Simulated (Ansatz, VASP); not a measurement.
# SnSe: VASP beside Ansatz, part 2 of 2

Aim: how closely do two programs agree when they are given the same cell, functional and k mesh? The structure shown is the end of the Ansatz relaxation below.

VASP 6.6.1 and Ansatz 0.2.0.

So far. Step 3 (VASP: single point, PBE with D3(BJ), pair 1): The run ends at a pressure of 1.25 GPa, with forces up to 0.020 eV/Å.

### Step 6. VASP: single point, PBE with D3(BJ), pair 2

Level of this step: PBE with D3(BJ); plane waves and PAW (Sn_d, Se) (VASP).

The same cell, functional, mesh and smearing now go to VASP, with its own data sets.

Contents of INCAR:

```
SYSTEM = SnSe
PREC = Accurate
ENCUT = 500
EDIFF = 1E-06
NELM = 120
ISMEAR = -1
SIGMA = 0.02
LREAL = .FALSE.
ALGO = Normal
GGA = PE
IVDW = 12
NBANDS = 49
LORBIT = 11
LWAVE = .FALSE.
LCHARG = .FALSE.
ISIF = 2
LASPH = .TRUE.
GGA_COMPAT = .FALSE.
EFERMI = MIDGAP
KPAR = 2
```

Contents of POSCAR:

```
SnSe
1.0
   11.3967245700      0.0000000000      0.0000000000
    0.0000000000      4.1315125500      0.0000000000
    0.0000000000      0.0000000000      4.4277175614
Sn Se
4 4
Direct
    0.1169364965      0.2500000000      0.0989658618
    0.3830635035      0.7500000000      0.5989658618
    0.6169364965      0.2500000000      0.4010341382
    0.8830635035      0.7500000000      0.9010341382
    0.8576160195      0.2500000000      0.4772111442
    0.6423839805      0.7500000000      0.9772111442
    0.3576160195      0.2500000000      0.0227888558
    0.1423839805      0.7500000000      0.5227888558
```

Contents of KPOINTS:

```
Automatic mesh
0
Gamma
3 7 6
0 0 0
```

Potentials, in the order of the species: Sn_d and Se (PBE family, release 64).

Run with:

```
mpirun -np 2 vasp_std
```

Numbers of over 12 decimals in the logs are rounded to 6 here.

The program printed:

```text
[... set-up lines as in an earlier step ...]
 entering main loop
       N       E                     dE             d eps       ncg     rms          rms(c)
DAV:   1     0.870118700404E+03    0.87012E+03   -0.36192E+04  3385   0.209E+03
DAV:   2     0.115604014638E+03   -0.75451E+03   -0.73237E+03  3152   0.603E+02
DAV:   3    -0.234410337891E+02   -0.13905E+03   -0.13217E+03  3685   0.204E+02
DAV:   4    -0.331125740081E+02   -0.96715E+01   -0.94956E+01  3725   0.541E+01
[...]
DAV:  11    -0.327527615893E+02   -0.61544E-04   -0.27101E-04  4069   0.928E-02    0.209E-02
DAV:  12    -0.327527471966E+02    0.14393E-04   -0.38610E-05  3978   0.339E-02    0.785E-03
DAV:  13    -0.327527475526E+02   -0.35603E-06   -0.65682E-06  2981   0.924E-03
   1 F= -.35721810E+02 E0= -.35721810E+02  d E =-.304947E-07
```

From OUTCAR (step 6):

```text
 Edisp (eV)   -2.96906

  Total       0.94829     0.69747     0.04794     0.00000     0.00000     0.00000
  in kB       7.28761     5.36002     0.36842     0.00000     0.00000     0.00000
  external pressure =        4.34 kB  Pullay stress =        0.00 kB

 POSITION                                       TOTAL-FORCE (eV/Angst)
 -----------------------------------------------------------------------------------
      1.33269      1.03288      0.43819        -0.014902     -0.000000     -0.010207
      4.36567      3.09863      2.65205         0.014902     -0.000000     -0.010207
      7.03106      1.03288      1.77567        -0.014902     -0.000000      0.010207
     10.06403      3.09863      3.98952         0.014902      0.000000      0.010207
      9.77401      1.03288      2.11296         0.008945      0.000000     -0.011228
      7.32107      3.09863      4.32681        -0.008945     -0.000000     -0.011228
      4.07565      1.03288      0.10090         0.008945      0.000000      0.011228
      1.62271      3.09863      2.31476        -0.008945      0.000000      0.011228
 -----------------------------------------------------------------------------------
    total drift:                                0.000000     -0.000000     -0.000000

  FREE ENERGIE OF THE ION-ELECTRON SYSTEM (eV)
  ---------------------------------------------------
  free  energy   TOTEN  =       -35.7218098300 eV

  energy  without entropy=      -35.7218097995  energy(sigma->0) =      -35.72180981

[... 1 part as in an earlier step ...]

[... 2 further parts left out ...]
[key lines of the parts left out:]
E-fermi :   6.0518
```

The run ends at a pressure of 0.43 GPa, with forces up to 0.018 eV/Å.

### Step 7. Side by side

What differs besides the data sets and the points named for the pairs above, as far as they apply: the data sets hold 120 valence electrons in Ansatz (on its PAW soft_1 files) and 80 in VASP. Total energies have different zeros and are not compared.

Compared:

```csv
quantity,Ansatz,VASP,difference
pressure (GPa),0.39,0.43,-0.04
gap on the k mesh (eV),0.540,0.537,+0.003
```

At this near-relaxed geometry the largest component of a force difference is 15 meV/Å. A gap on the mesh is an upper bound, since the band edges may lie between its points.

### Step 8. Ansatz: relaxation, PBE with D3(BJ)

This run makes the geometry at which the two programs are then compared. The cell compared in this pair holds 212.02 Å³, against 208.48 Å³ for the pair before.

The structure compared here is the end of the Ansatz relaxation.

Contents of input.yaml:

```yaml
crystal:
  lattice:
    - [11.62696143, 0.0, 0.0]
    - [0.0, 4.21497745, 0.0]
    - [0.0, 0.0, 4.345232234]
  atoms:
    - { symbol: Sn, position: [0.118593, 0.25, 0.0925598] }
    - { symbol: Sn, position: [0.381407, 0.75, 0.5925598] }
    - { symbol: Sn, position: [0.618593, 0.25, 0.4074402] }
    - { symbol: Sn, position: [0.881407, 0.75, 0.9074402] }
    - { symbol: Se, position: [0.8572655, 0.25, 0.4773824] }
    - { symbol: Se, position: [0.6427345, 0.75, 0.9773824] }
    - { symbol: Se, position: [0.3572655, 0.25, 0.0226176] }
    - { symbol: Se, position: [0.1427345, 0.75, 0.5226176] }
kpoints:
  mp_grid: { grid: [3, 7, 7] }
scf:
  occupations: { method: fermi_dirac, width: 0.02 }
hamiltonian:
  xc: pbe
  pseudopotentials: { kind: paw, azcp: { folder: soft_1 } }
  dispersion: d3bj
basis:
  ecutwfc: 600
output:
  forces: true
  stress: true
  write_density: true
  write_potential: true
  elf: true
  volumetric_format: npy
relax:
  f_tol: 0.005
  max_steps: 70
  cell: { stress_tol: 0.02, p_target: 0, fix: [a, b, alpha, beta, gamma] }
```

Run with:

```
ansatz run input.yaml --threads 4 --pin off --max-ram 10240MiB --backend cpu --events-out ev --progress --plain --runs-dir out
```

The program printed:

```text
[...]
Crystal: 8 atoms, lattice volume = 212.948 Å³
Basis set: ecut = 600 eV, 7111 PW (Γ), exchange–correlation on 192×72×72 points (8 copies of the dense FFT grid, shifted against one another)
Bands: 72, of which v1, the nominal top of the filled ones, is band 60 counted from 1 (59 counted from 0)
Symmetry: 8 space group operations
[...]
k-points: 32 of 147
[...]
- [0.0, 0.0, 4.326260]
  atoms:
    - { symbol: Sn, position: [0.119944, 0.25, 0.086999] }
    - { symbol: Sn, position: [0.380056, 0.75, 0.586999] }
    - { symbol: Sn, position: [0.619944, 0.25, 0.413001] }
    - { symbol: Sn, position: [0.880056, 0.75, 0.913001] }
    - { symbol: Se, position: [0.856490, 0.25, 0.478133] }
    - { symbol: Se, position: [0.643510, 0.75, 0.978133] }
    - { symbol: Se, position: [0.356490, 0.25, 0.021867] }
    - { symbol: Se, position: [0.143510, 0.75, 0.521867] }
[key lines of the parts left out:]
SCF converged after 8 iterations
Free energy (F): -45979.861148 eV
Fermi energy:    9.199263 eV
P = ⅓ Tr σ = -0.3884 GPa (-3.884 kbar)
```

### Step 9. VASP: single point, PBE with D3(BJ), pair 3

The same cell, functional, mesh and smearing now go to VASP, with its own data sets.

INCAR is that of step 6.

Contents of POSCAR:

```
SnSe
1.0
   11.6269614300      0.0000000000      0.0000000000
    0.0000000000      4.2149774500      0.0000000000
    0.0000000000      0.0000000000      4.3262597133
Sn Se
4 4
Direct
    0.1199437469      0.2500000000      0.0869990242
    0.3800562531      0.7500000000      0.5869990242
    0.6199437469      0.2500000000      0.4130009758
    0.8800562531      0.7500000000      0.9130009758
    0.8564904085      0.2500000000      0.4781334091
    0.6435095915      0.7500000000      0.9781334091
    0.3564904085      0.2500000000      0.0218665909
    0.1435095915      0.7500000000      0.5218665909
```

Contents of KPOINTS:

```
Automatic mesh
0
Gamma
3 7 7
0 0 0
```

Run with:

```
mpirun -np 2 vasp_std
```

The program printed:

```text
[... set-up lines as in an earlier step ...]
 entering main loop
       N       E                     dE             d eps       ncg     rms          rms(c)
DAV:   1     0.867672136543E+03    0.86767E+03   -0.36068E+04  3296   0.207E+03
DAV:   2     0.116892424973E+03   -0.75078E+03   -0.72960E+03  3136   0.590E+02
DAV:   3    -0.232977409765E+02   -0.14019E+03   -0.13317E+03  3714   0.204E+02
DAV:   4    -0.332005840939E+02   -0.99028E+01   -0.96798E+01  3692   0.540E+01
[...]
DAV:  11    -0.328017393936E+02   -0.64180E-04   -0.28912E-04  4152   0.951E-02    0.208E-02
DAV:  12    -0.328017255282E+02    0.13865E-04   -0.37333E-05  3922   0.329E-02    0.837E-03
DAV:  13    -0.328017256327E+02   -0.10454E-06   -0.62139E-06  3056   0.895E-03
   1 F= -.35720752E+02 E0= -.35720752E+02  d E =-.274404E-07
```

From OUTCAR (step 9):

```text
 Edisp (eV)   -2.91903

  Total      -0.79602    -0.62902     0.03190     0.00000     0.00000     0.00000
  in kB      -6.01535    -4.75339     0.24110     0.00000     0.00000     0.00000
  external pressure =       -3.51 kB  Pullay stress =        0.00 kB

 POSITION                                       TOTAL-FORCE (eV/Angst)
 -----------------------------------------------------------------------------------
      1.39458      1.05374      0.37638        -0.013324      0.000000     -0.007646
      4.41890      3.16123      2.53951         0.013324      0.000000     -0.007646
      7.20806      1.05374      1.78675        -0.013324     -0.000000      0.007646
     10.23238      3.16123      3.94988         0.013324     -0.000000      0.007646
      9.95838      1.05374      2.06853         0.013487     -0.000000     -0.008545
      7.48206      3.16123      4.23166        -0.013487     -0.000000     -0.008545
      4.14490      1.05374      0.09460         0.013487      0.000000      0.008545
      1.66858      3.16123      2.25773        -0.013487     -0.000000      0.008545
 -----------------------------------------------------------------------------------
    total drift:                               -0.000000     -0.000000      0.000000

  FREE ENERGIE OF THE ION-ELECTRON SYSTEM (eV)
  ---------------------------------------------------
  free  energy   TOTEN  =       -35.7207522176 eV

  energy  without entropy=      -35.7207521901  energy(sigma->0) =      -35.72075220

[... 1 part as in an earlier step ...]

[... 2 further parts left out ...]
[key lines of the parts left out:]
E-fermi :   5.7696
```

The run ends at a pressure of -0.35 GPa, with forces up to 0.016 eV/Å.

### Step 10. Differences

What differs besides the data sets and the points named for the pairs above, as far as they apply: the data sets hold 120 valence electrons in Ansatz (on its PAW soft_1 files) and 80 in VASP. Total energies have different zeros and are not compared.

Both answers:

```csv
quantity,Ansatz,VASP,difference
pressure (GPa),-0.39,-0.35,-0.04
gap on the k mesh (eV),0.536,0.527,+0.009
```

At this near-relaxed geometry the largest component of a force difference is 14 meV/Å. A gap on the mesh is an upper bound, since the band edges may lie between its points.

### Step 11. What came out

```json
{
 "difference in gap on the k mesh (single point, PBE with D3(BJ), pair 1)": "0.0031 eV",
 "r.m.s. force difference (single point, PBE with D3(BJ), pair 1)": "10 meV/Å",
 "difference in gap on the k mesh (single point, PBE with D3(BJ), pair 2)": "0.0031 eV",
 "r.m.s. force difference (single point, PBE with D3(BJ), pair 2)": "9.3 meV/Å",
 "difference in gap on the k mesh (single point, PBE with D3(BJ), pair 3)": "0.0093 eV",
 "r.m.s. force difference (single point, PBE with D3(BJ), pair 3)": "8.8 meV/Å"
}
```

The r.m.s. force difference is 10 meV/Å (single point, PBE with D3(BJ), pair 1), within the 12 meV/Å picked in this series as the mark of a large difference. The data sets hold unlike numbers of valence electrons (120 in Ansatz and 80 in VASP), so part of the differences comes from the potentials. How closely two codes agree says nothing of how well the functional describes the real material.

[Lines on the potential files, build, host, timing and source positions are cut from VASP's logs without a mark.]

[Logs are printed without paths, hosts, clocks, repeated set-up lines and the standing remarks that a program may print on its own settings, such as how far it seeks lower states.]

[Hosts, paths, dates, database ids (printed as entryN), source tags and the programs' standing remarks are cut or masked in the printed files.]
